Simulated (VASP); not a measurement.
# Mg6AlCr (Amm2) in VASP: reference runs

Aim: a first look at Mg6AlCr with PBE, on the cell as given and on a disturbed one.

Everything below comes from runs of VASP 6.6.1. Logs are shortened: lines on timing, memory, paths and dates and some standing lists are left out, and cuts for length are marked.

**1. Starting point**

It takes space group Amm2 (No. 38, orthorhombic). The conventional cell has a = 4.918 Å, b = 6.241 Å, c = 10.711 Å, α = 90.00°, β = 90.00°, γ = 90.00°. Cr (site symmetry mm2) is surrounded by 2 Al at 2.96 Å and 10 Mg at 3.02 to 3.18 Å. Al (site symmetry mm2) is surrounded by 2 Cr at 2.96 Å and 10 Mg at 3.00 to 3.20 Å. Mg (site symmetry mm2) is surrounded by 10 Mg at 3.04 to 3.10 Å and 2 Cr at 3.12 Å. Around Mg (site symmetry m) lie 2 Cr at 3.02 to 3.18 Å and 2 Al at 3.05 Å and 8 Mg at 3.06 to 3.18 Å. Around Mg (site symmetry mm2) lie 10 Mg at 3.04 to 3.11 Å and 2 Al at 3.12 Å. Around Mg (site symmetry m) lie 2 Al at 3.00 to 3.20 Å and 2 Cr at 3.04 Å and 8 Mg at 3.05 to 3.19 Å.

The cell comes from a database or a generator and needn't be the stable form of this composition.

**2. Single point, PBE, collinear spin, ferromagnetic start**

INCAR reads:

```
PREC = Accurate
ENCUT = 520
EDIFF = 1E-7
ISMEAR = -1
SIGMA = 0.05
LREAL = False
LASPH = True
NELM = 120
ALGO = Normal
ISIF = 2
LWAVE = False
LCHARG = False
ISPIN = 2
MAGMOM = 3 0 0 0 0 0 0 0
LORBIT = 11
LMAXMIX = 4
GGA = PE
NBANDS = 28
```

KPOINTS reads:

```
Automatic mesh
0
Gamma
  6 5 5
```

POSCAR reads:

```
Mg6AlCr
1.0
    4.9184130000      0.0000000000      0.0000000000
    0.0000000000      3.1206600000      5.3555610000
    0.0000000000     -3.1206600000      5.3555610000
Cr Al Mg
1 1 6
Direct
    0.5000000000      0.6724320000      0.6724320000
    0.0000000000      0.8265930000      0.8265930000
    0.5000000000      0.1662270000      0.1662270000
    0.5000000000      0.6696020000      0.1608200000
    0.5000000000      0.1608200000      0.6696020000
    0.0000000000      0.3325480000      0.3325480000
    0.0000000000      0.8303430000      0.3414350000
    0.0000000000      0.3414350000      0.8303430000
```

Potentials or basis: VASP PAW PBE potentials, release 64 (Cr_pv, Al, Mg).

The run is started by

```sh
$ cat potpaw_PBE.64/Cr_pv/POTCAR potpaw_PBE.64/Al/POTCAR potpaw_PBE.64/Mg/POTCAR > POTCAR
$ mpirun -np 1 vasp_std > vasp.out
```

OUTCAR:

```text
PREC = Accurate
   ENCUT = 520
   EDIFF = 1E-7
   ISMEAR = -1
   LREAL = False
   LASPH = True
   NELM = 120
   ISIF = 2
   ISPIN = 2
   LORBIT = 11
   GGA = PE

 ion  position               nearest neighbor table
   1  0.500  0.672  0.672-   2 2.96   2 2.96   5 3.02   4 3.02   8 3.04   7 3.04   7 3.04   8 3.04
                             3 3.12   3 3.12   5 3.18   4 3.18
   2  0.000  0.827  0.827-   1 2.96   1 2.96   8 3.00   7 3.00   5 3.05   4 3.05   4 3.05   5 3.05
                             6 3.12   6 3.12   8 3.20   7 3.20
   3  0.500  0.166  0.166-   6 3.04   6 3.04   8 3.05   7 3.05   7 3.05   8 3.05   4 3.09   5 3.09
                             4 3.10   5 3.10   1 3.12   1 3.12
   4  0.500  0.670  0.161-   1 3.02   2 3.05   2 3.05   6 3.06   6 3.06   7 3.06   7 3.06   5 3.07
                             3 3.09   3 3.10   5 3.18   1 3.18
   5  0.500  0.161  0.670-   1 3.02   2 3.05   2 3.05   6 3.06   6 3.06   8 3.06   8 3.06   4 3.07
                             3 3.09   3 3.10   4 3.18   1 3.18
   6  0.000  0.333  0.333-   3 3.04   3 3.04   5 3.06   4 3.06   4 3.06   5 3.06   7 3.09   8 3.09
                             8 3.11   7 3.11   2 3.12   2 3.12
   7  0.000  0.830  0.341-   2 3.00   1 3.04   1 3.04   8 3.05   3 3.05   3 3.05   4 3.06   4 3.06
                             6 3.09   6 3.11   8 3.19   2 3.20
   8  0.000  0.341  0.830-   2 3.00   1 3.04   1 3.04   7 3.05   3 3.05   3 3.05   5 3.06   5 3.06
                             6 3.09   6 3.11   7 3.19   2 3.20

  LATTYP: Found a base centered orthorhombic cell.
 ALAT       =     6.2413200000
 B/A-ratio  =     1.7161629271
 C/A-ratio  =     0.7880405107

  Lattice vectors:

 A1 = (   0.0000000000,   3.1206600000,  -5.3555610000)
 A2 = (   0.0000000000,   3.1206600000,   5.3555610000)
 A3 = (   4.9184130000,   0.0000000000,   0.0000000000)

Analysis of symmetry for initial positions (statically):
=====================================================================
 Subroutine PRICEL returns:
 Original cell was already a primitive cell.

 Routine SETGRP: Setting up the symmetry group for a
 base centered orthorhombic supercell.

 Subroutine GETGRP returns: Found  4 space group operations
 (whereof  4 operations were pure point group operations)
 out of a pool of  8 trial point group operations.

The static configuration has the point symmetry C_2v.

Analysis of symmetry for dynamics (positions and initial velocities):
=====================================================================
 Subroutine PRICEL returns:
 Original cell was already a primitive cell.

 Routine SETGRP: Setting up the symmetry group for a
 base centered orthorhombic supercell.

 Subroutine GETGRP returns: Found  4 space group operations
 (whereof  4 operations were pure point group operations)
 out of a pool of  8 trial point group operations.

The dynamic configuration has the point symmetry C_2v.

Analysis of structural, dynamic, and magnetic symmetry:
=====================================================================
 Subroutine PRICEL returns:
 Original cell was already a primitive cell.

 Routine SETGRP: Setting up the symmetry group for a
 base centered orthorhombic supercell.

 Subroutine GETGRP returns: Found  4 space group operations
 (whereof  4 operations were pure point group operations)
 out of a pool of  8 trial point group operations.

The overall configuration has the point symmetry C_2v.

 Subroutine INISYM returns: Found  4 space group operations
 (whereof  4 operations are pure point group operations),
 and found     1 'primitive' translations

----------------------------------------------------------------------------------------

                                     Primitive cell

  volume of cell :     164.4017

  direct lattice vectors                    reciprocal lattice vectors
     4.918413000  0.000000000  0.000000000     0.203317615  0.000000000  0.000000000
     0.000000000  3.120660000  5.355561000     0.000000000  0.160222517  0.093360901
     0.000000000 -3.120660000  5.355561000     0.000000000 -0.160222517  0.093360901

  length of vectors
     4.918413000  6.198431452  6.198431452     0.203317615  0.185438704  0.185438704

  position of ions in fractional coordinates (direct lattice)
     0.500000000  0.672432000  0.672432000
     0.000000000  0.826593000  0.826593000
     0.500000000  0.166227000  0.166227000
     0.500000000  0.669602000  0.160820000
[... 77 lines left out ...]
 SYSTEM =  unknown system
   PREC   = accura    normal or accurate (medium, high low for compatibility)
   ISTART =      0    job   : 0-new  1-cont  2-samecut
   ICHARG =      2    charge: 1-file 2-atom 10-const
   ISPIN  =      2    spin polarized calculation?
   LNONCOLLINEAR =      F non collinear calculations
   LSORBIT =      F    spin-orbit coupling
   LASPH  =      T    aspherical Exc in radial PAW
   ENCUT  =  520.0 eV  38.22 Ry    6.18 a.u.   9.14 11.52 11.52*2*pi/ulx,y,z
   NELM   =    120;   NELMIN=  2; NELMDL= -5     # of ELM steps
   EDIFF  = 0.1E-06   stopping-criterion for ELM
   LREAL  =      F    real-space projection
   EDIFFG = 0.1E-05   stopping-criterion for IOM
   NSW    =      0    number of steps for IOM
   IBRION =     -1    ionic relax: 0-MD 1-quasi-New 2-CG
   NFREE  =      0    steps in history (QN), initial steepest desc. (CG)
   ISIF   =      2    stress and relaxation
   ISYM   =      2    0-nonsym 1-usesym 2-fastsym
   POTIM  = 0.5000    time-step for ionic-motion
   TEBEG  =    0.0;   TEEND  =   0.0 temperature during run
   PSTRESS=    0.0 pullay stress
   NELECT =      27.0000    total number of electrons
   NUPDOWN=      -1.0000    fix difference up-down
   EMIN   =  10.00;   EMAX   =-10.00  energy-range for DOS
   EFERMI =   0.00;   METHOD = LEGACY
   ISMEAR =    -1;   SIGMA  =   0.05  broadening in eV -4-tet -1-fermi 0-gaus
   EFERMI_NEDOS =   21; number of points for ismear=-14 and -15
   IALGO  =     38    algorithm
   IMIX   =      4    mixing-type and parameters
     AMIX     =   0.40;   BMIX     =  1.00
     AMIX_MAG =   1.60;   BMIX_MAG =  1.00
  volume/ion in A,a.u.               =      20.55       138.68
  Fermi-wavevector in a.u.,A,eV,Ry     =   0.896521  1.694180 10.935689  0.803750
  Thomas-Fermi vector in A             =   2.018990
   LORBIT       =     11    0 simple, 1 ext, 2 COOP (PROOUT), +10 PAW based schemes
   GGA     = PE    functional components
   LHFCALC =     F    Hartree Fock is set to
   AEXX    =    0.0000 exact exchange contribution
   IVDW    =     0    specifies the selected vdW correction
   LEPSILON=     F    determine dielectric tensor
   LRPA    =     F    only Hartree local field effects (RPA)
 spin polarized calculation
  energy-cutoff  :      520.00
  volume of cell :      164.40
 maximum number of plane-waves:      4506
 NGX is ok and might be reduce to    40
   NGX = 19   NGY = 23   NGZ = 23

 number of electron      27.0000006 magnetization       3.8935778

 Free energy of the ion-electron system (eV)
  ---------------------------------------------------
  ext. energy  EPLUGINS =         0.00000000
  ---------------------------------------------------
  free energy    TOTEN  =       -21.37258282 eV

  energy without entropy =      -21.34864732  energy(sigma->0) =      -21.36061507

 E-fermi :   3.7602     XC(G=0):  -9.1029

 val. band max:        3.7334144636   @ k =   0.3333   0.2000  -0.0000
 cond. band min:       3.7639996467   @ k =   0.1667   0.4000  -0.0000
 fundamental gap:      0.0305851831
 Fermi energy:         3.7602218074

 spin component 1

 k-point     1 :       0.0000    0.0000    0.0000
  band No.  band energies     occupation
      1     -40.3383      1.00000
      2     -40.3193      1.00000
      3     -40.3150      1.00000
      4      -3.9430      1.00000
      5       0.1971      1.00000
      6       0.7085      1.00000
[... 661 lines left out ...]
     24       8.6051      0.00000
     25       8.9694      0.00000

 [... further k-points ...]

 spin component 2

 k-point     1 :       0.0000    0.0000    0.0000
  band No.  band energies     occupation
      1     -36.8317      1.00000
      2     -36.8063      1.00000
      3     -36.7636      1.00000
      4      -3.8561      1.00000
      5       0.3278      1.00000
      6       0.9716      1.00000
[... 661 lines left out ...]
     24       8.5949      0.00000
     25       9.1832      0.00000

 [... further k-points ...]

 [bands above 25 left out]

------------------------ aborting loop because EDIFF is reached ----------------------------------------

  FORCE on cell =-STRESS in cart. coord.  units (eV):
  Direction    XX          YY          ZZ          XY          YZ          ZX
  --------------------------------------------------------------------------------------
  -------------------------------------------------------------------------------------
  Total        0.2877876     -0.4970855     -0.0259829      0.0000000      0.0000000      0.0000000
  in kB        2.8046343     -4.8443474     -0.2532167      0.0000000      0.0000000      0.0000000
  external PRESSURE =      -0.7643099 kB  Pullay stress =       0.0000000 kB

 VOLUME and BASIS-vectors are now :
 -----------------------------------------------------------------------------
  energy-cutoff  :      520.00
  volume of cell :      164.40
      direct lattice vectors                 reciprocal lattice vectors
     4.918413000  0.000000000  0.000000000     0.203317615  0.000000000  0.000000000
     0.000000000  3.120660000  5.355561000     0.000000000  0.160222517  0.093360901
     0.000000000 -3.120660000  5.355561000     0.000000000 -0.160222517  0.093360901

 POSITION                                       TOTAL-FORCE (eV/Angst)
 -----------------------------------------------------------------------------------
      2.45921      0.00000      7.20250         0.000000      0.000000      0.056456
      0.00000      0.00000      8.85374         0.000000      0.000000     -0.092925
      2.45921      0.00000      1.78048         0.000000      0.000000     -0.014232
      2.45921      1.58774      4.44738         0.000000      0.009900      0.001744
      2.45921     -1.58774      4.44738         0.000000     -0.009900      0.001744
      0.00000      0.00000      3.56196         0.000000      0.000000      0.002109
      0.00000      1.52572      6.27553         0.000000     -0.034096      0.022552
      0.00000     -1.52572      6.27553         0.000000      0.034096      0.022552
 -----------------------------------------------------------------------------------
    total drift:                               -0.000000      0.000000      0.000100

  FREE ENERGIE OF THE ION-ELECTRON SYSTEM (eV)
  ---------------------------------------------------
  free  energy   TOTEN  =       -21.3725828187 eV

  energy  without entropy=      -21.3486473217  energy(sigma->0) =      -21.36061507

 total charge

# of ion       s       p       d       tot
------------------------------------------
    1        0.267   6.150   4.076  10.493
    2        0.440   0.318   0.000   0.758
    3        0.211   0.149   0.013   0.373
    4        0.203   0.142   0.016   0.361
    5        0.203   0.142   0.016   0.361
    6        0.215   0.138   0.015   0.368
    7        0.207   0.140   0.016   0.364
    8        0.207   0.140   0.016   0.364
--------------------------------------------------
tot          1.953   7.320   4.168  13.442

 magnetization (x)

# of ion       s       p       d       tot
------------------------------------------
    1        0.055   0.043   3.481   3.580
    2       -0.014  -0.011   0.000  -0.024
    3       -0.008  -0.003   0.001  -0.011
    4       -0.009  -0.003   0.001  -0.010
    5       -0.009  -0.003   0.001  -0.010
    6        0.008  -0.001  -0.000   0.006
    7       -0.009   0.001   0.001  -0.007
    8       -0.009   0.001   0.001  -0.007
--------------------------------------------------
tot          0.005   0.025   3.485   3.515
```

Wall time 6.4 min (1 thread of Intel Xeon Platinum 8259CL at 2.50GHz (Skylake/Cascade Lake), shared host); peak memory 0.52 GiB.

Results:

```
Free energy                                           : -21.3726 eV
Pressure                                              : -0.1 GPa
Largest force                                         : 0.093 eV/Å
Band gap on the k mesh                                : none (metal or under the smearing width)
Net moment                                            : 3.89 μB per cell
Site moments                                          : Cr +3.58; Al -0.02; Mg -0.01, +0.01 μB
Valence electrons inside the program's atomic spheres : Cr 10.49; Al 0.76; Mg 0.37, 0.36
```

Forces on the atoms (eV/Å):
```
Cr   0.000  0.000  0.056
Al   0.000  0.000 -0.093
Mg   0.000  0.000 -0.014
Mg   0.000  0.010  0.002
Mg   0.000 -0.010  0.002
Mg   0.000  0.000  0.002
Mg   0.000 -0.034  0.023
Mg   0.000  0.034  0.023
```

**3. Single point, PBE, collinear spin, ferromagnetic start (atoms moved at random, drawn with an rms of 0.05 Å)**

INCAR reads:

```
SYSTEM = Mg6AlCr
PREC     = Accurate       ! precision mode
ENCUT    = 520            ! plane-wave cutoff, eV
EDIFF    = 1E-7           ! SCF threshold, eV
ISMEAR   = -1             ! smearing method
SIGMA    = 0.05           ! smearing width, eV
LREAL    = .FALSE.        ! projectors in reciprocal space
LASPH    = .TRUE.         ! aspherical terms in the spheres
NELM     = 100            ! most SCF steps
ALGO     = Normal         ! electronic algorithm
ISIF     = 2              ! what is computed and relaxed
LWAVE    = .FALSE.        ! write WAVECAR
LCHARG   = .FALSE.        ! write CHGCAR
ISPIN    = 2              ! spin polarisation
MAGMOM   = 3 0 0 0 0 0 0 0 ! initial moments
LORBIT   = 11             ! projections on sites
LMAXMIX  = 4              ! l up to which the mixer works
GGA      = PE             ! functional
NBANDS   = 28             ! bands
```

KPOINTS reads:

```
regular mesh
0
G
  6 5 5
  0 0 0
```

POSCAR reads:

```
Mg6AlCr
1.0
    4.9184130000      0.0000000000      0.0000000000
    0.0000000000      3.1206600000      5.3555610000
    0.0000000000     -3.1206600000      5.3555610000
Cr Al Mg
1 1 6
Direct
    0.5084490000      0.6646690000      0.6755190000
   -0.0039660000      0.8205880000      0.8297960000
    0.4971110000      0.1670720000      0.1615400000
    0.4922900000      0.6674680000      0.1622370000
    0.4921680000      0.1569360000      0.6710650000
    0.0089690000      0.3335450000      0.3372350000
    0.0026260000      0.8317730000      0.3374730000
   -0.0011110000      0.3332590000      0.8331940000
```

Potentials or basis: VASP PAW PBE potentials, release 64 (Cr_pv, Al, Mg).

The run is started by

```sh
$ cat potpaw_PBE.64/Cr_pv/POTCAR potpaw_PBE.64/Al/POTCAR potpaw_PBE.64/Mg/POTCAR > POTCAR
$ mpirun -np 1 vasp_std > vasp.out
```

Wall time 13 min (1 thread of Intel Xeon Platinum 8259CL at 2.50GHz (Skylake/Cascade Lake), shared host); peak memory 0.74 GiB.

Results (log left out):

* Free energy: -21.3425 eV
* Pressure: 0.0 GPa
* Largest force: 0.337 eV/Å
* Band gap on the k mesh: none (metal or under the smearing width)
* Net moment: 3.90 μB per cell
* Site moments: Cr +3.59; Al -0.03; Mg -0.01, +0.01 μB
* Valence electrons inside the program's atomic spheres: Cr 10.49; Al 0.76; Mg 0.37, 0.36

Forces on the atoms (eV/Å):
```
Cr  -0.131  0.088  0.071
Al   0.000  0.034 -0.131
Mg   0.137 -0.092  0.076
Mg   0.208  0.017 -0.010
Mg   0.184 -0.022 -0.062
Mg  -0.302 -0.001 -0.149
Mg  -0.080 -0.145  0.106
Mg  -0.015  0.122  0.098
```

Stress tensor (GPa, compression positive):
```
 0.47  0.01 -0.13
 0.01 -0.42 -0.01
-0.13 -0.01 -0.14
```

Levels at points of the mesh, in eV from the Fermi level:
Spin up:
| k point | band 12 | band 13 | band 14 | band 15 | band 16 | band 17 | band 18 | band 19 | band 20 | band 21 |
| --- | --- | --- | --- | --- | --- | --- | --- | --- | --- | --- |
| (0.00, 0.00, 0.00) | -1.63 | -1.56 | -1.50 | -0.81 | -0.80 | 0.14 | 2.53 | 3.00 | 3.14 | 3.28 |
| (0.50, 0.00, 0.00) | -1.52 | -1.40 | -1.20 | -1.00 | -0.86 | -0.56 | 0.03 | 0.36 | 0.82 | 0.84 |
Spin down:
```csv
k point,band 8,band 9,band 10,band 11,band 12,band 13,band 14,band 15
"(0.00, 0.00, 0.00)",-2.31,-2.07,-2.03,-1.80,-0.90,0.59,1.02,1.67
"(0.50, 0.00, 0.00)",-1.64,-1.42,-1.18,-1.09,-0.92,-0.78,-0.54,-0.47
```
